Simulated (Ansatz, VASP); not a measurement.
# Si17N20O4 (amorphous SiO0.24N1.18): VASP beside Ansatz

One calculation is typed for both programs; each brings its own data sets. How far apart do they land? Of the first pair: The structure shown is the start of the Ansatz relaxation below; VASP solves that cell, so the two are compared at the walk's first step.

Method: plane waves, with VASP 6.6.1 beside it; single point at PBE, in Ansatz 0.2.0.

## (1) The starting structure

The cell holds 82 atoms: 34 Si, 40 N and 8 O. Its edges and angles: a = 9.862 Å, b = 9.862 Å, c = 9.862 Å, α = 90.0°, β = 90.0°, γ = 90.0°. 82 atoms (34 Si, 40 N, 8 O) packed at random and pushed apart as soft spheres at 2.85 g/cm^3; MD (Langevin at fixed volume unless said) with the MACE-MP-0b2 small potential (Batatia et al., arXiv:2401.00096), steps of 1.5 fs: 0.525 ps at 3200 K, 3200 to 1920 K in 0.525 ps, 1920 to 300 K in 1.5 ps; then atoms relaxed.

As a file:

```cif
data_structure
_symmetry_space_group_name_H-M 'P 1'
_symmetry_Int_Tables_number 1
_cell_length_a 9.8616
_cell_length_b 9.8616
_cell_length_c 9.8616
_cell_angle_alpha 90.000
_cell_angle_beta 90.000
_cell_angle_gamma 90.000
_cell_volume 959.06
loop_
_atom_site_label
_atom_site_type_symbol
_atom_site_fract_x
_atom_site_fract_y
_atom_site_fract_z
_atom_site_occupancy
Si1 Si 0.21073 0.86128 0.85489 1
Si2 Si 0.00159 0.93686 0.36761 1
Si3 Si 0.50912 0.27644 0.49702 1
Si4 Si 0.04236 0.20434 0.81040 1
Si5 Si 0.54310 0.58653 0.36073 1
Si6 Si 0.04859 0.77868 0.09603 1
Si7 Si 0.31719 0.68773 0.28008 1
Si8 Si 0.58291 0.85151 0.23083 1
Si9 Si 0.75625 0.16682 0.33417 1
Si10 Si 0.82309 0.37827 0.76969 1
Si11 Si 0.36168 0.38710 0.32399 1
Si12 Si 0.46570 0.67609 0.86411 1
Si13 Si 0.23857 0.69870 0.59627 1
Si14 Si 0.60409 0.16725 0.77886 1
Si15 Si 0.26863 0.60582 0.99723 1
Si16 Si 0.76350 0.59635 0.16332 1
Si17 Si 0.08095 0.31374 0.22547 1
Si18 Si 0.90903 0.86660 0.84766 1
Si19 Si 0.49866 0.44274 0.10347 1
Si20 Si 0.85626 0.47732 0.46163 1
Si21 Si 0.71836 0.65940 0.68657 1
Si22 Si 0.77345 0.32258 0.02562 1
Si23 Si 0.89531 0.05380 0.06994 1
Si24 Si 0.99045 0.49616 0.04750 1
Si25 Si 0.09350 0.52491 0.42250 1
Si26 Si 0.46131 0.13007 0.24480 1
Si27 Si 0.94990 0.20889 0.51972 1
Si28 Si 0.78341 0.95789 0.60644 1
Si29 Si 0.22202 0.13890 0.42465 1
Si30 Si 0.77946 0.77047 0.40081 1
Si31 Si 0.19380 0.05300 0.12794 1
Si32 Si 0.08389 0.94463 0.58615 1
Si33 Si 0.68713 0.81209 0.97249 1
Si34 Si 0.45126 0.98067 0.97787 1
N35 N 0.50332 0.44401 0.44567 1
N36 N 0.52873 0.83662 0.90764 1
N37 N 0.70052 0.28774 0.86306 1
N38 N 0.29675 0.70976 0.85856 1
N39 N 0.94668 0.41066 0.18960 1
N40 N 0.05513 0.81586 0.92180 1
N41 N 0.71972 0.90315 0.31459 1
N42 N 0.79447 0.50812 0.64252 1
N43 N 0.58547 0.16508 0.37410 1
N44 N 0.02659 0.94903 0.16956 1
N45 N 0.47463 0.75665 0.34053 1
N46 N 0.86539 0.05565 0.45635 1
N47 N 0.15180 0.45722 0.59328 1
N48 N 0.73543 0.59769 0.34990 1
N49 N 0.67657 0.44900 0.10710 1
N50 N 0.43505 0.29464 0.17776 1
N51 N 0.93842 0.92504 0.68879 1
N52 N 0.92323 0.65367 0.10083 1
N53 N 0.41997 0.54203 0.23427 1
N54 N 0.18920 0.42806 0.30795 1
N55 N 0.65118 0.72431 0.11585 1
N56 N 0.89817 0.41377 0.92668 1
N57 N 0.82262 0.30652 0.43548 1
N58 N 0.21599 0.53493 0.66770 1
N59 N 0.68526 0.04240 0.70421 1
N60 N 0.43116 0.53877 0.97334 1
N61 N 0.80956 0.93033 0.97971 1
N62 N 0.12649 0.11663 0.58434 1
N63 N 0.20840 0.85269 0.67028 1
N64 N 0.73714 0.78509 0.56916 1
N65 N 0.29239 0.05617 0.27956 1
N66 N 0.21448 0.67272 0.42574 1
N67 N 0.27419 0.97328 0.98312 1
N68 N 0.12783 0.20632 0.10509 1
N69 N 0.21366 0.71187 0.13810 1
N70 N 0.16663 0.11722 0.72734 1
N71 N 0.79665 0.17467 0.15025 1
N72 N 0.51534 0.99150 0.14292 1
N73 N 0.93559 0.27082 0.68543 1
N74 N 0.34360 0.25362 0.44879 1
O75 O 0.78154 0.73330 0.83636 1
O76 O 0.96346 0.11453 0.92554 1
O77 O 0.14634 0.49646 0.98823 1
O78 O 0.52791 0.25804 0.65816 1
O79 O 0.56177 0.62692 0.73727 1
O80 O 0.06653 0.21157 0.37734 1
O81 O 0.49299 0.11721 0.89403 1
O82 O 0.94706 0.77531 0.37848 1
```

## (2) Ansatz: relaxation, PBE

Ansatz runs on its default PAW (the set named soft_2) files.

The two programs are compared at the cell with which this relaxation starts, whose forces are those of its first step.

Contents of input.yaml:

```yaml
crystal:
  lattice:
    - [9.86164, 0.0, 0.0]
    - [0.0, 9.86164, 0.0]
    - [0.0, 0.0, 9.86164]
  atoms:
    - { symbol: Si, position: [0.21073, 0.86128, 0.85489] }
    - { symbol: Si, position: [0.00159, 0.93686, 0.36761] }
    - { symbol: Si, position: [0.50912, 0.27645, 0.49702] }
    - { symbol: Si, position: [0.04236, 0.20434, 0.8104] }
    - { symbol: Si, position: [0.5431, 0.58653, 0.36073] }
    - { symbol: Si, position: [0.04859, 0.77868, 0.09603] }
    - { symbol: Si, position: [0.31719, 0.68773, 0.28008] }
    - { symbol: Si, position: [0.5829, 0.85151, 0.23083] }
    - { symbol: Si, position: [0.75625, 0.16682, 0.33417] }
    - { symbol: Si, position: [0.82309, 0.37827, 0.76969] }
    - { symbol: Si, position: [0.36168, 0.3871, 0.32399] }
    - { symbol: Si, position: [0.4657, 0.67609, 0.86411] }
    - { symbol: Si, position: [0.23857, 0.6987, 0.59627] }
    - { symbol: Si, position: [0.60409, 0.16725, 0.77886] }
    - { symbol: Si, position: [0.26863, 0.60582, 0.99723] }
    - { symbol: Si, position: [0.7635, 0.59635, 0.16332] }
    - { symbol: Si, position: [0.08095, 0.31374, 0.22547] }
    - { symbol: Si, position: [0.90903, 0.8666, 0.84766] }
    - { symbol: Si, position: [0.49866, 0.44274, 0.10347] }
    - { symbol: Si, position: [0.85626, 0.47732, 0.46163] }
    - { symbol: Si, position: [0.71836, 0.6594, 0.68657] }
    - { symbol: Si, position: [0.77345, 0.32258, 0.02562] }
    - { symbol: Si, position: [0.89531, 0.0538, 0.06994] }
    - { symbol: Si, position: [0.99045, 0.49616, 0.0475] }
    - { symbol: Si, position: [0.0935, 0.52491, 0.4225] }
    - { symbol: Si, position: [0.46131, 0.13007, 0.2448] }
    - { symbol: Si, position: [0.9499, 0.20889, 0.51972] }
    - { symbol: Si, position: [0.78341, 0.95789, 0.60644] }
    - { symbol: Si, position: [0.22202, 0.1389, 0.42465] }
    - { symbol: Si, position: [0.77946, 0.77047, 0.40081] }
    - { symbol: Si, position: [0.1938, 0.053, 0.12794] }
    - { symbol: Si, position: [0.08389, 0.94463, 0.58615] }
    - { symbol: Si, position: [0.68713, 0.81209, 0.97249] }
    - { symbol: Si, position: [0.45126, 0.98067, 0.97787] }
    - { symbol: "N", position: [0.50332, 0.44401, 0.44567] }
    - { symbol: "N", position: [0.52873, 0.83662, 0.90764] }
    - { symbol: "N", position: [0.70052, 0.28774, 0.86306] }
    - { symbol: "N", position: [0.29675, 0.70976, 0.85856] }
    - { symbol: "N", position: [0.94668, 0.41066, 0.1896] }
    - { symbol: "N", position: [0.05513, 0.81586, 0.9218] }
    - { symbol: "N", position: [0.71972, 0.90315, 0.31459] }
    - { symbol: "N", position: [0.79447, 0.50812, 0.64252] }
    - { symbol: "N", position: [0.58547, 0.16508, 0.3741] }
    - { symbol: "N", position: [0.02659, 0.94903, 0.16956] }
    - { symbol: "N", position: [0.47463, 0.75665, 0.34053] }
    - { symbol: "N", position: [0.86539, 0.05565, 0.45635] }
    - { symbol: "N", position: [0.1518, 0.45722, 0.59328] }
    - { symbol: "N", position: [0.73543, 0.59769, 0.3499] }
    - { symbol: "N", position: [0.67657, 0.449, 0.1071] }
    - { symbol: "N", position: [0.43505, 0.29464, 0.17776] }
    - { symbol: "N", position: [0.93842, 0.92504, 0.68879] }
    - { symbol: "N", position: [0.92323, 0.65367, 0.10083] }
    - { symbol: "N", position: [0.41997, 0.54203, 0.23427] }
    - { symbol: "N", position: [0.1892, 0.42806, 0.30795] }
    - { symbol: "N", position: [0.65118, 0.72431, 0.11585] }
    - { symbol: "N", position: [0.89817, 0.41377, 0.92668] }
    - { symbol: "N", position: [0.82262, 0.30652, 0.43548] }
    - { symbol: "N", position: [0.21599, 0.53493, 0.6677] }
    - { symbol: "N", position: [0.68526, 0.0424, 0.70421] }
    - { symbol: "N", position: [0.43116, 0.53877, 0.97334] }
    - { symbol: "N", position: [0.80956, 0.93033, 0.97971] }
    - { symbol: "N", position: [0.12649, 0.11663, 0.58434] }
    - { symbol: "N", position: [0.2084, 0.85269, 0.67028] }
    - { symbol: "N", position: [0.73714, 0.78509, 0.56916] }
    - { symbol: "N", position: [0.29239, 0.05617, 0.27956] }
    - { symbol: "N", position: [0.21448, 0.67272, 0.42574] }
    - { symbol: "N", position: [0.27419, 0.97328, 0.98312] }
    - { symbol: "N", position: [0.12783, 0.20632, 0.10509] }
    - { symbol: "N", position: [0.21366, 0.71187, 0.1381] }
    - { symbol: "N", position: [0.16663, 0.11722, 0.72734] }
    - { symbol: "N", position: [0.79665, 0.17467, 0.15025] }
    - { symbol: "N", position: [0.51534, 0.9915, 0.14292] }
    - { symbol: "N", position: [0.93559, 0.27082, 0.68543] }
    - { symbol: "N", position: [0.3436, 0.25362, 0.44879] }
    - { symbol: O, position: [0.78154, 0.7333, 0.83636] }
    - { symbol: O, position: [0.96346, 0.11453, 0.92554] }
    - { symbol: O, position: [0.14634, 0.49646, 0.98823] }
    - { symbol: O, position: [0.52791, 0.25804, 0.65816] }
    - { symbol: O, position: [0.56177, 0.62692, 0.73727] }
    - { symbol: O, position: [0.06653, 0.21157, 0.37734] }
    - { symbol: O, position: [0.49299, 0.11721, 0.89403] }
    - { symbol: O, position: [0.94706, 0.77531, 0.37848] }
kpoints:
  mp_grid: { grid: [1, 1, 1] }
hamiltonian:
  xc: pbe
scf:
  occupations: { method: fermi_dirac, width: 0.025 }
output:
  forces: true
relax:
  f_tol: 0.04
  max_steps: 250
  cell: {}
```

On the command line:

```
> ansatz run input.yaml --threads 4 --pin off --max-ram 8192MiB --backend cpu --events-out ev --progress --plain --runs-dir out
```

Numbers of over 12 decimals in the logs are rounded to 6 here.

The log of the run:

```text
Engine: ansatz 0.2.0, aarch64-unknown-linux-gnu
Pseudopotentials: kind: paw
Pseudopotential: Si, paw, valence charge 4, recommended cutoff 420 eV (normal), Si.paw.azcp
Pseudopotential: N, paw, valence charge 5, recommended cutoff 420 eV (normal), N.paw.azcp
Pseudopotential: O, paw, valence charge 6, recommended cutoff 420 eV (normal), O.paw.azcp
Functional definition: PBE
  parameter kappa = 0.804
  parameter beta = 0.066725
  exchange = pbe_x(kappa = kappa, mu = beta*pi^2/3)
  correlation = pbe_c(beta = beta)
Crystal: 82 atoms, lattice volume = 959.064 Å³
Basis set: ecut = 420 eV, 18805 PW (Γ), exchange–correlation on 144×144×144 points (8 copies of the dense FFT grid, shifted against one another)
Bands: 274, of which v1, the nominal top of the filled ones, is band 192 counted from 1 (191 counted from 0)
Symmetry: 1 space group operations
Space group: P1 (ITA 1), of the structure as read, at distance tolerance 9.9e-5 Å
k-points: 1
Non-local potential: Si, projectors of the file, l = 0: 2, l = 1: 2, l = 2: 2
Non-local potential: N, projectors of the file, l = 0: 2, l = 1: 2, l = 2: 1
Non-local potential: O, projectors of the file, l = 0: 2, l = 1: 2, l = 2: 1
PAW form: soft (Blöchl's): semilocal exchange-correlation on the pseudo side does not see the compensation charge
PAW one-centre angular grid: Si, 110 points (default); XC on 64 Gauss nodes
PAW one-centre angular grid: N, 110 points (default); XC on 64 Gauss nodes
PAW one-centre angular grid: O, 110 points (default); XC on 64 Gauss nodes
Initial density: superposition of atomic densities (neutral atoms: chi_scale 0, normalization atom), corrected by the library's trained network
Initial wavefunctions: pseudopotential atomic-orbital guess
Functional: x = pbe(κ = 0.804, μ = 0.219515), c = pbe(β = 0.066725)
SCF iter   1: F=—  HF=-41563.102832 eV  |F-HF|=—  |Δ(HF+E_count)|=         —  Δρ=1.67e-2  dr2=7.53e0  ethr=1.77e-3  ⟨swp⟩=7.0  Hψ=1388  notcnv=0  defer=49
preconditioner: auto → Resta (q_TF=auto, 2.342 Å⁻¹)  ε∞=4.0  [insulator: Δε(μ)=0.615 eV  Ē_g=13.548 eV  σ=0.025 eV  W_gap=1.00  n_scr=202 (ndim 8)  ℏωp=23.5 eV  f_vac=0.062  D(μ)=0.00/eV (n_scr^D=0)  ε∞_Penn≈4.0]
SCF iter   2: F=—  HF=-41563.479480 eV  |F-HF|=—  |Δ(HF+E_count)|=   3.77e-1  Δρ=2.28e-2  dr2=1.38e1  ethr=1.77e-3  ⟨swp⟩=3.0  Hψ=509  notcnv=0  defer=73
SCF iter   3: F=—  HF=-41562.204078 eV  |F-HF|=—  |Δ(HF+E_count)|=    1.28e0  Δρ=1.03e-2  dr2=2.41e0  ethr=1.77e-3  ⟨swp⟩=2.0  Hψ=320  notcnv=0  defer=69
SCF iter   4: F=—  HF=-41562.392154 eV  |F-HF|=—  |Δ(HF+E_count)|=   1.88e-1  Δρ=1.04e-2  dr2=3.68e0  ethr=6.27e-4  ⟨swp⟩=3.0  Hψ=329  notcnv=0  defer=72
SCF iter   5: F=—  HF=-41562.194199 eV  |F-HF|=—  |Δ(HF+E_count)|=   1.98e-1  Δρ=8.13e-3  dr2=2.02e0  ethr=6.27e-4  ⟨swp⟩=2.0  Hψ=213  notcnv=0  defer=72
SCF iter   6: F=—  HF=-41562.104705 eV  |F-HF|=—  |Δ(HF+E_count)|=   8.95e-2  Δρ=4.58e-3  dr2=7.47e-1  ethr=5.25e-4  ⟨swp⟩=1.0  Hψ=316  notcnv=0  defer=72
SCF iter   7: F=—  HF=-41562.217737 eV  |F-HF|=—  |Δ(HF+E_count)|=   1.13e-1  Δρ=9.31e-3  dr2=2.58e0  ethr=1.95e-4  ⟨swp⟩=3.0  Hψ=213  notcnv=0  defer=73  recentre
SCF iter   8: F=—  HF=-41562.170914 eV  |F-HF|=—  |Δ(HF+E_count)|=   4.68e-2  Δρ=7.86e-3  dr2=1.99e0  ethr=1.95e-4  ⟨swp⟩=1.0  Hψ=201  notcnv=0  defer=73
SCF iter   9: F=—  HF=-41562.120161 eV  |F-HF|=—  |Δ(HF+E_count)|=   5.08e-2  Δρ=5.28e-3  dr2=1.03e0  ethr=1.95e-4  ⟨swp⟩=1.0  Hψ=201  notcnv=0  defer=73
SCF iter  10: F=—  HF=-41562.083829 eV  |F-HF|=—  |Δ(HF+E_count)|=   3.63e-2  Δρ=1.73e-3  dr2=1.07e-1  ethr=1.95e-4  ⟨swp⟩=1.0  Hψ=316  notcnv=0  defer=73
SCF iter  11: F=—  HF=-41562.079987 eV  |F-HF|=—  |Δ(HF+E_count)|=   3.84e-3  Δρ=4.63e-4  dr2=7.31e-3  ethr=2.79e-5  ⟨swp⟩=1.0  Hψ=201  notcnv=0  defer=73
SCF iter  12: F=—  HF=-41562.079999 eV  |F-HF|=—  |Δ(HF+E_count)|=   1.20e-5  Δρ=3.88e-4  dr2=5.40e-3  ethr=1.90e-6  ⟨swp⟩=1.0  Hψ=201  notcnv=0  defer=73
SCF iter  13: F=—  HF=-41562.079914 eV  |F-HF|=—  |Δ(HF+E_count)|=   8.50e-5  Δρ=1.06e-4  dr2=4.17e-4  ethr=1.41e-6  ⟨swp⟩=1.0  Hψ=201  notcnv=0  defer=73
SCF iter  14: F=—  HF=-41562.079864 eV  |F-HF|=—  |Δ(HF+E_count)|=   5.02e-5  Δρ=3.88e-5  dr2=4.23e-5  ethr=1.09e-7  ⟨swp⟩=2.0  Hψ=315  notcnv=0  defer=73
SCF iter  15: F=—  HF=-41562.081162 eV  |F-HF|=—  |Δ(HF+E_count)|=   1.30e-3  Δρ=2.65e-5  dr2=1.78e-5  ethr=1.10e-8  ⟨swp⟩=2.0  Hψ=346  notcnv=0  defer=73
SCF iter  16: F=—  HF=-41562.081164 eV  |F-HF|=—  |Δ(HF+E_count)|=   2.02e-6  Δρ=5.03e-5  dr2=8.47e-5  ethr=4.63e-9  ⟨swp⟩=2.0  Hψ=346  notcnv=0  defer=73  recentre
SCF iter  17: F=—  HF=-41562.081163 eV  |F-HF|=—  |Δ(HF+E_count)|=   8.30e-7  Δρ=2.42e-5  dr2=1.85e-5  ethr=4.63e-9  ⟨swp⟩=2.0  Hψ=203  notcnv=0  defer=73
SCF iter  18: F=—  HF=-41562.081163 eV  |F-HF|=—  |Δ(HF+E_count)|=   1.81e-7  Δρ=4.68e-6  dr2=6.83e-7  ethr=4.63e-9  ⟨swp⟩=1.0  Hψ=201  notcnv=0  defer=73
[...]
atom  57  N     -0.00129257    -0.00244571     0.00408526
  atom  58  N     -0.00246430    -0.00114305    -0.00758844
  atom  59  N     -0.00216985    -0.00428242    -0.01093968
  atom  60  N      0.00048213    -0.00347582     0.00490551
  atom  61  N      0.00542425    -0.00579756     0.00620552
  atom  62  N     -0.00211476    -0.00692879     0.01797880
  atom  63  N      0.00205251    -0.00619943     0.00498383
  atom  64  N      0.00317962    -0.00153593    -0.00565017
  atom  65  N      0.00059013    -0.00095804    -0.00083567
  atom  66  N     -0.00004331    -0.00076633    -0.00164094
  atom  67  N      0.00159788    -0.00103311     0.00577379
  atom  68  N     -0.00475995     0.01568412     0.01184691
  atom  69  N      0.00269251    -0.00151659     0.00001208
  atom  70  N      0.00268017    -0.01005636     0.00097826
  atom  71  N     -0.00006686    -0.00257232    -0.00158332
  atom  72  N     -0.00126572     0.00135342     0.00094994
  atom  73  N      0.01485826    -0.00031061    -0.00999980
  atom  74  N     -0.00022587     0.00373752    -0.00448659
  atom  75  O     -0.00438913    -0.00109178     0.00005514
  atom  76  O     -0.00537525    -0.00470234    -0.00360432
  atom  77  O      0.00326226    -0.00489354    -0.00868851
  atom  78  O      0.00139439    -0.00141718    -0.01149548
  atom  79  O      0.00183954    -0.00805117    -0.00282700
  atom  80  O     -0.01136211     0.00524374     0.00604169
  atom  81  O     -0.00556271     0.00217373     0.00575319
  atom  82  O      0.00449325     0.00216406    -0.00472315
  max |Σ_I F_I| component: 2.38e-5 eV/Å
--- Stress (GPa, compression-positive) ---
       -0.009517       0.005943       0.007794
        0.005945       0.002896      -0.006751
        0.007796      -0.006751      -0.018217
  P = ⅓ Tr σ = -0.0083 GPa (-0.083 kbar)
--- Relaxed structure (21 steps of the walk, 17 accepted, 2 SCFs on fresh bases) ---
  F+E_penalty+E_count = -41566.73700492 eV   max|allowed force component| = 2.144e-2 eV/Å   (the final SCF, on the basis selected at the relaxed cell)
  cell:  # Å, volume = 951.8897 Å³
    - [10.059639, 0.188263, 0.378195]
    - [0.188263, 9.983902, -0.078826]
    - [0.378195, -0.078826, 9.496024]
  atoms:
    - { symbol: Si, position: [0.224432, 0.860982, 0.842257] }
    - { symbol: Si, position: [-0.00797938, 0.935166, 0.360540] }
    - { symbol: Si, position: [0.493594, 0.281153, 0.513947] }
    - { symbol: Si, position: [0.030795, 0.211734, 0.815060] }
    - { symbol: Si, position: [0.462334, 0.610717, 0.432822] }
    - { symbol: Si, position: [0.043522, 0.773782, 0.091317] }
    - { symbol: Si, position: [0.296581, 0.698079, 0.271984] }
    - { symbol: Si, position: [0.564887, 0.853469, 0.241793] }
    - { symbol: Si, position: [0.745812, 0.169564, 0.343029] }
    - { symbol: Si, position: [0.822697, 0.371413, 0.761573] }
    - { symbol: Si, position: [0.354829, 0.392073, 0.329884] }
    - { symbol: Si, position: [0.480001, 0.679261, 0.871052] }
    - { symbol: Si, position: [0.272971, 0.688125, 0.587855] }
    - { symbol: Si, position: [0.609522, 0.177727, 0.790203] }
    - { symbol: Si, position: [0.270880, 0.603631, 0.984905] }
    - { symbol: Si, position: [0.762693, 0.597678, 0.171744] }
    - { symbol: Si, position: [0.084760, 0.310020, 0.209809] }
    - { symbol: Si, position: [0.921748, 0.856708, 0.841932] }
    - { symbol: Si, position: [0.508669, 0.458620, 0.118760] }
    - { symbol: Si, position: [0.851157, 0.474152, 0.449764] }
    - { symbol: Si, position: [0.734924, 0.656182, 0.690202] }
    - { symbol: Si, position: [0.794294, 0.321036, 0.044234] }
    - { symbol: Si, position: [0.890158, 0.044832, 0.071821] }
    - { symbol: Si, position: [0.997720, 0.489203, 0.027045] }
    - { symbol: Si, position: [0.093406, 0.526080, 0.423397] }
    - { symbol: Si, position: [0.465197, 0.140509, 0.243120] }
    - { symbol: Si, position: [0.940887, 0.199084, 0.509678] }
    - { symbol: Si, position: [0.785789, 0.955687, 0.607498] }
    - { symbol: Si, position: [0.221287, 0.152215, 0.426786] }
    - { symbol: Si, position: [0.771777, 0.764839, 0.400178] }
    - { symbol: Si, position: [0.204089, 0.058769, 0.115369] }
    - { symbol: Si, position: [0.094851, 0.936644, 0.580000] }
    - { symbol: Si, position: [0.693969, 0.809762, 0.976511] }
    - { symbol: Si, position: [0.460859, 0.981223, 0.975914] }
    - { symbol: N, position: [0.484781, 0.443194, 0.458934] }
    - { symbol: N, position: [0.543370, 0.835922, 0.905416] }
    - { symbol: N, position: [0.705541, 0.292659, 0.876786] }
    - { symbol: N, position: [0.315656, 0.708631, 0.844301] }
    - { symbol: N, position: [0.941853, 0.390189, 0.164838] }
    - { symbol: N, position: [0.067010, 0.815765, 0.912595] }
    - { symbol: N, position: [0.693583, 0.893369, 0.330920] }
    - { symbol: N, position: [0.810467, 0.504420, 0.639341] }
    - { symbol: N, position: [0.575541, 0.169275, 0.382057] }
    - { symbol: N, position: [0.025952, 0.952806, 0.169568] }
    - { symbol: N, position: [0.429732, 0.785556, 0.332805] }
    - { symbol: N, position: [0.861131, 0.050998, 0.444277] }
    - { symbol: N, position: [0.130570, 0.469181, 0.599666] }
    - { symbol: N, position: [0.757278, 0.595114, 0.356524] }
    - { symbol: N, position: [0.685823, 0.454783, 0.112841] }
    - { symbol: N, position: [0.443467, 0.307086, 0.181463] }
    - { symbol: N, position: [0.943178, 0.915141, 0.676146] }
    - { symbol: N, position: [0.925552, 0.644276, 0.089068] }
    - { symbol: N, position: [0.405440, 0.552591, 0.258259] }
    - { symbol: N, position: [0.180620, 0.421589, 0.297408] }
    - { symbol: N, position: [0.651161, 0.723194, 0.122275] }
    - { symbol: N, position: [0.926165, 0.387067, 0.904232] }
    - { symbol: N, position: [0.819434, 0.302548, 0.432053] }
    - { symbol: N, position: [0.198148, 0.536416, 0.675161] }
[...]
- { symbol: N, position: [0.287869, 0.962536, 0.977176] }
    - { symbol: N, position: [0.146023, 0.209019, 0.077386] }
    - { symbol: N, position: [0.202496, 0.710056, 0.127933] }
    - { symbol: N, position: [0.166837, 0.127178, 0.731591] }
    - { symbol: N, position: [0.791844, 0.167625, 0.158616] }
    - { symbol: N, position: [0.522503, 0.996006, 0.141220] }
    - { symbol: N, position: [0.927072, 0.249713, 0.679181] }
    - { symbol: N, position: [0.332423, 0.264631, 0.462780] }
    - { symbol: O, position: [0.799840, 0.725214, 0.838027] }
    - { symbol: O, position: [0.956646, 0.111330, 0.929322] }
    - { symbol: O, position: [0.154990, 0.496759, 0.971521] }
    - { symbol: O, position: [0.532205, 0.268863, 0.673875] }
    - { symbol: O, position: [0.585391, 0.615891, 0.747594] }
    - { symbol: O, position: [0.065968, 0.206370, 0.368245] }
    - { symbol: O, position: [0.492239, 0.123186, 0.902968] }
    - { symbol: O, position: [0.937055, 0.782717, 0.361018] }
```

[end of part 1 of 3]

[Lines on the potential files, build, host, timing and source positions are cut from VASP's logs without a mark.]

[Logs are printed without paths, hosts, clocks, repeated set-up lines and the standing remarks that a program may print on its own settings, such as how far it seeks lower states.]

[Hosts, paths, dates, database ids (printed as entryN), source tags and the programs' standing remarks are cut or masked in the printed files.]
